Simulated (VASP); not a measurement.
# BaCrSnBiO6 (F-43m) in VASP: single point with PBE

Aim: the single point of BaCrSnBiO6 with PBE.

All numbers are computed with VASP 6.6.1; they aren't measurements. Logs are shortened: lines on timing, memory, paths and dates and some standing lists are left out, and cuts for length are marked.

## 1. The structure

Symmetry: F-43m, No. 216, cubic system. The conventional cell has a = 8.116 Å, b = 8.116 Å, c = 8.116 Å, α = 90.00°, β = 90.00°, γ = 90.00°. Ba (site symmetry -43m) has 12 O at 2.87 Å as nearest neighbours. Around Cr (site symmetry -43m) lie 6 O at 2.00 Å. Sn (site symmetry -43m) is surrounded by 6 O at 2.06 Å. Bi (site symmetry -43m) has 12 O at 2.87 Å as nearest neighbours. Around O (site symmetry 2mm) lie 1 Cr at 2.00 Å and 1 Sn at 2.06 Å.

The cell comes from a database or a generator and needn't be the stable form of this composition.

## 2. Single point, PBE, collinear spin, typed start

Input file INCAR:

```
SYSTEM = BaCrSnBiO6
  PREC = Accurate
  ENCUT = 520
  EDIFF = 1E-7
  ISMEAR = -1
  SIGMA = 0.1
  LREAL = .FALSE.
  LASPH = .TRUE.
  NELM = 150
  ALGO = Fast
  ISIF = 2
  LWAVE = .FALSE.
  LCHARG = .TRUE.
  ISPIN = 2
  MAGMOM = 0 3 0 0 0 0 0 0 0 0
  LORBIT = 11
  LMAXMIX = 4
  GGA = PE
  LELF = .TRUE.
  LVHAR = .TRUE.
  NBANDS = 58
```

Input file KPOINTS:

```
regular mesh
0
G
  5 5 5
  0 0 0
```

Input file POSCAR:

```
BaCrSnBiO6
1.0
    0.0000000000      4.0581730000      4.0581730000
    4.0581730000      0.0000000000      4.0581730000
    4.0581730000      4.0581730000      0.0000000000
Ba Cr Sn Bi O
1 1 1 1 6
Direct
    0.7500000000      0.7500000000      0.7500000000
    0.0000000000      0.0000000000      0.0000000000
    0.5000000000      0.5000000000      0.5000000000
    0.2500000000      0.2500000000      0.2500000000
    0.7533760000      0.2466240000      0.2466240000
    0.2466240000      0.7533760000      0.7533760000
    0.7533760000      0.7533760000      0.2466240000
    0.2466240000      0.2466240000      0.7533760000
    0.2466240000      0.7533760000      0.2466240000
    0.7533760000      0.2466240000      0.7533760000
```

Potentials or basis: VASP PAW PBE potentials, release 64 (Ba_sv, Cr_pv, Sn_d, Bi_d, O).

Command:

```bash
cat potpaw_PBE.64/Ba_sv/POTCAR potpaw_PBE.64/Cr_pv/POTCAR potpaw_PBE.64/Sn_d/POTCAR potpaw_PBE.64/Bi_d/POTCAR potpaw_PBE.64/O/POTCAR > POTCAR
mpirun -np 1 vasp_std > vasp.out
```

OUTCAR:

```text
SYSTEM = BaCrSnBiO6
   PREC = Accurate
   ENCUT = 520
   EDIFF = 1E-7
   ISMEAR = -1
   LREAL = .FALSE.
   LASPH = .TRUE.
   NELM = 150
   ISIF = 2
   ISPIN = 2
   LORBIT = 11
   GGA = PE

 ion  position               nearest neighbor table
   1  0.750  0.750  0.750-   6 2.87   7 2.87  10 2.87   5 2.87   7 2.87   9 2.87   5 2.87   8 2.87
                            10 2.87   6 2.87   8 2.87   9 2.87   2 3.51   3 3.51   3 3.51   2 3.51
   2  0.000  0.000  0.000-   5 2.00   6 2.00   7 2.00   8 2.00   9 2.00  10 2.00   1 3.51   1 3.51
                             1 3.51   4 3.51   1 3.51   4 3.51   4 3.51   4 3.51
   3  0.500  0.500  0.500-   5 2.06   6 2.06   7 2.06   8 2.06   9 2.06  10 2.06   4 3.51   4 3.51
                             1 3.51   4 3.51   4 3.51   1 3.51   1 3.51   1 3.51
   4  0.250  0.250  0.250-   5 2.87   7 2.87  10 2.87   6 2.87   7 2.87   9 2.87   6 2.87   8 2.87
                            10 2.87   5 2.87   8 2.87   9 2.87   2 3.51   3 3.51   2 3.51   2 3.51
   5  0.753  0.247  0.247-   2 2.00   3 2.06   1 2.87   1 2.87   4 2.87   4 2.87
   6  0.247  0.753  0.753-   2 2.00   3 2.06   1 2.87   1 2.87   4 2.87   4 2.87
   7  0.753  0.753  0.247-   2 2.00   3 2.06   1 2.87   1 2.87   4 2.87   4 2.87
   8  0.247  0.247  0.753-   2 2.00   3 2.06   1 2.87   1 2.87   4 2.87   4 2.87
   9  0.247  0.753  0.247-   2 2.00   3 2.06   1 2.87   1 2.87   4 2.87   4 2.87
  10  0.753  0.247  0.753-   2 2.00   3 2.06   1 2.87   1 2.87   4 2.87   4 2.87

  LATTYP: Found a face centered cubic cell.
 ALAT       =     8.1163460000

  Lattice vectors:

 A1 = (   0.0000000000,   4.0581730000,   4.0581730000)
 A2 = (   4.0581730000,   0.0000000000,   4.0581730000)
 A3 = (   4.0581730000,   4.0581730000,   0.0000000000)

Analysis of symmetry for initial positions (statically):
=====================================================================
 Subroutine PRICEL returns:
 Original cell was already a primitive cell.

 Routine SETGRP: Setting up the symmetry group for a
 face centered cubic supercell.

 Subroutine GETGRP returns: Found 24 space group operations
 (whereof 24 operations were pure point group operations)
 out of a pool of 48 trial point group operations.

The static configuration has the point symmetry T_d .

Analysis of symmetry for dynamics (positions and initial velocities):
=====================================================================
 Subroutine PRICEL returns:
 Original cell was already a primitive cell.

 Routine SETGRP: Setting up the symmetry group for a
 face centered cubic supercell.

 Subroutine GETGRP returns: Found 24 space group operations
 (whereof 24 operations were pure point group operations)
 out of a pool of 48 trial point group operations.

[... 170 lines left out ...]
 Fermi energy:         6.7998801077

 spin component 1

 k-point     1 :       0.0000    0.0000    0.0000
  band No.  band energies     occupation
      1     -37.7763      1.00000
      2     -37.7761      1.00000
      3     -37.7761      1.00000
      4     -19.4572      1.00000
      5     -17.7970      1.00000
      6     -17.7970      1.00000
[... 569 lines left out ...]
     54      13.4558      0.00000
     55      13.9449      0.00000
 Fermi energy:         6.7998801077

 spin component 2

 k-point     1 :       0.0000    0.0000    0.0000
  band No.  band energies     occupation
      1     -35.0072      1.00000
      2     -35.0072      1.00000
      3     -35.0072      1.00000
      4     -19.4541      1.00000
      5     -17.7767      1.00000
      6     -17.7767      1.00000
[... 569 lines left out ...]
     54      13.4905      0.00000
     55      13.9878      0.00000
 [bands above 55 left out]

------------------------ aborting loop because EDIFF is reached ----------------------------------------

  FORCE on cell =-STRESS in cart. coord.  units (eV):
  Direction    XX          YY          ZZ          XY          YZ          ZX
  --------------------------------------------------------------------------------------
  -------------------------------------------------------------------------------------
  Total       -1.0816765     -1.0816765     -1.0816765      0.0000000     -0.0000000      0.0000000
  in kB      -12.9654112    -12.9654112    -12.9654112      0.0000000     -0.0000000      0.0000000
  external PRESSURE =     -12.9654112 kB  Pullay stress =       0.0000000 kB

 VOLUME and BASIS-vectors are now :
 -----------------------------------------------------------------------------
  energy-cutoff  :      520.00
  volume of cell :      133.67
      direct lattice vectors                 reciprocal lattice vectors
     0.000000000  4.058173000  4.058173000    -0.123208153  0.123208153  0.123208153
     4.058173000  0.000000000  4.058173000     0.123208153 -0.123208153  0.123208153
     4.058173000  4.058173000  0.000000000     0.123208153  0.123208153 -0.123208153

 POSITION                                       TOTAL-FORCE (eV/Angst)
 -----------------------------------------------------------------------------------
      6.08726      6.08726      6.08726        -0.000000     -0.000000     -0.000000
      0.00000      0.00000      0.00000        -0.000000     -0.000000     -0.000000
      4.05817      4.05817      4.05817        -0.000000     -0.000000     -0.000000
      2.02909      2.02909      2.02909        -0.000000     -0.000000     -0.000000
      2.00169      4.05817      4.05817        -0.441394     -0.000000     -0.000000
      6.11466      4.05817      4.05817         0.441394     -0.000000     -0.000000
      4.05817      4.05817      6.11466        -0.000000     -0.000000      0.441394
      4.05817      4.05817      2.00169        -0.000000     -0.000000     -0.441394
      4.05817      2.00169      4.05817        -0.000000     -0.441394     -0.000000
      4.05817      6.11466      4.05817        -0.000000      0.441394     -0.000000
 -----------------------------------------------------------------------------------
    total drift:                               -0.000000     -0.000000      0.000000

  FREE ENERGIE OF THE ION-ELECTRON SYSTEM (eV)
  ---------------------------------------------------
  free  energy   TOTEN  =       -66.1865415828 eV

  energy  without entropy=      -66.1505315990  energy(sigma->0) =      -66.16853659

 total charge

# of ion       s       p       d       tot
------------------------------------------
    1        2.006   5.648   0.305   7.959
    2        0.278   6.319   3.998  10.594
    3        0.880   1.112  10.402  12.393
    4        1.654   0.717   9.951  12.322
    5        1.564   3.434   0.000   4.998
    6        1.564   3.434   0.000   4.998
    7        1.564   3.434   0.000   4.998
    8        1.564   3.434   0.000   4.998
    9        1.564   3.434   0.000   4.998
   10        1.564   3.434   0.000   4.998
--------------------------------------------------
tot         14.201  34.399  24.656  73.256

 magnetization (x)

# of ion       s       p       d       tot
------------------------------------------
    1        0.000   0.001   0.004   0.005
    2        0.018   0.021   2.618   2.657
    3       -0.002  -0.009  -0.004  -0.016
    4       -0.000   0.070   0.001   0.071
    5        0.000   0.004   0.000   0.004
    6        0.000   0.004   0.000   0.004
    7        0.000   0.004   0.000   0.004
    8        0.000   0.004   0.000   0.004
    9        0.000   0.004   0.000   0.004
   10        0.000   0.004   0.000   0.004
--------------------------------------------------
tot          0.016   0.106   2.619   2.742
```

It took 21 min on 1 thread of Intel Xeon Platinum 8488C (Sapphire Rapids), shared host; peak memory 0.5 GiB.

Results:

```yaml
Free_energy: -66.1865 eV
Pressure: -1.3 GPa
Largest_force: 0.441 eV/Å
Band_gap_on_the_k_mesh: 0.40 eV, indirect (least direct gap 0.42 eV)
Net_moment: 2.96 μB per cell
Site_moments: Ba +0.01; Cr +2.66; Sn -0.02; Bi +0.07; O +0.00 μB
Valence_electrons_inside_the_program's_atomic_spheres: Ba 7.96; Cr 10.59; Sn 12.39; Bi 12.32; O 5.00
```

Forces in eV/Å, atoms in the order of the input:
```
Ba   0.000  0.000  0.000
Cr   0.000  0.000  0.000
Sn   0.000  0.000  0.000
Bi   0.000  0.000  0.000
O   -0.441  0.000  0.000
O    0.441  0.000  0.000
O    0.000  0.000  0.441
O    0.000  0.000 -0.441
O    0.000 -0.441  0.000
O    0.000  0.441  0.000
```

Caveat: spin-orbit coupling is left out, which as a rule narrows the gap of such compounds by several tenths of an eV; an odd mesh through Γ misses points on the zone boundary, where band edges often lie; a cell with one magnetic atom can't hold antiferromagnetic order, which such compounds often take.
